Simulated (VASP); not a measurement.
Computed with optB88-vdW, VASP's PBE PAW potentials (set 64) (plane waves; VASP).

VASP input:

**KPOINTS**
```
K-points
0
Gamma
 7 7 7
0 0 0
```

**POSCAR**
```
SrVO3
1
    3.8155530627     0.0000000000     0.0000000000
    0.0000000000     3.8155530627     0.0000000000
   -0.0000000000    -0.0000000000     3.8155530627
Sr V O
1 1 3
Direct
  0.0000000000   0.0000000000   0.0000000000
  0.5000000000   0.5000000000   0.5000000000
  0.5000000000   0.0000000000   0.5000000000
  0.0000000000   0.5000000000   0.5000000000
  0.5000000000   0.5000000000   0.0000000000
```

**INCAR**
```
! general
SYSTEM    =  SrVO3
PREC      =  Accurate
ENCUT     =  520   ! plane-wave cut-off (eV)
LREAL     =  .False.   ! projection in real space or not
LASPH     =  .True.   ! aspherical one-centre terms

! electronic loop
EDIFF     =  1E-6
NELM      =  100   ! most electronic steps
ALGO      =  Normal   ! blocked Davidson
LMAXMIX   =  4

! smearing
ISMEAR    =  1   ! Methfessel-Paxton
SIGMA     =  0.1

! functional
GGA       =  BO
LUSE_VDW  =  .True.
AGGAC     =  0.0
PARAM1    =  0.1833333333
PARAM2    =  0.22

! ions
IBRION    =  2   ! conjugate gradients
NSW       =  60
ISIF      =  3
EDIFFG    =  -0.02

! output
LWAVE     =  .False.
LCHARG    =  .False.
```

POTCAR, in this order: Sr_sv V_sv O (PBE.64 set). Program: vasp_std.

Energy and stress use the plane-wave basis of the starting cell.

Task: Estimate the energy per atom (σ→0), volume per atom, band gap (on the k-mesh).

Result: 
```
Item                                                         Value
------------------------  ----------------------------------------
energy per atom (σ→0)                               -5974 meV/atom
band gap (on the k-mesh)  none (metal, semimetal or under 0.01 eV)
volume per atom                                      11.40 Å³/atom
```

OSZICAR:
```
...
DAV:   4    -0.298703604734E+02    0.18113E-01   -0.81209E-02  1224   0.277E+00    0.472E-01
DAV:   5    -0.298697541402E+02    0.60633E-03   -0.70564E-03  1416   0.552E-01    0.433E-01
DAV:   6    -0.298701389999E+02   -0.38486E-03   -0.34777E-03  1144   0.349E-01    0.207E-01
DAV:   7    -0.298700159280E+02    0.12307E-03   -0.16160E-03  1424   0.235E-01    0.373E-02
DAV:   8    -0.298700237258E+02   -0.77977E-05   -0.81401E-05  1488   0.553E-02    0.169E-02
DAV:   9    -0.298700240970E+02   -0.37125E-06   -0.12292E-05  1192   0.221E-02    0.355E-03
DAV:  10    -0.298700239412E+02    0.15583E-06   -0.10059E-06   576   0.691E-03
   3 F= -.29870024E+02 E0= -.29868994E+02  d E =-.236259E-01
```

The compound is SrVO3 in the cubic perovskite structure. This run relaxes it. Symmetry was kept, so distortions that lower it aren't found. The start is the result of an earlier pass. The run is not spin-polarised, so no magnetic state was tried. The electron count is odd and the run is not spin-polarised, which forces a metal.
